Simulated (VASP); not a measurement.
Data:

```
CELL_PARAMETERS angstrom
      1.59500    -2.76262     0.00000
      1.59500     2.76262     0.00000
      0.00000     0.00000     5.05000
ATOMIC_POSITIONS crystal
  Hf 0.33333 0.66667 0.25000
  Hf 0.66667 0.33333 0.75000
```

Calculation: PBE GGA, VASP's PBE PAW potentials (set 64) (plane waves; VASP). Run with 475 eV cut-off, 12×12×7 Γ-centred mesh, first-order Methfessel-Paxton smearing of 0.10 eV, potentials Hf_pv.

Give the stress tensor in GPa (positive for a compressed cell).

```
1.06  0.00  0.00
0.00  1.06  0.00
0.00  0.00  0.82
```
The pressure is its mean diagonal, 0.98 GPa.

The compound is Hf in the hcp structure. The cell was not relaxed at this level. The run is one of a series of settings (ENCUT = 475 against the base run), some of them coarse on purpose.
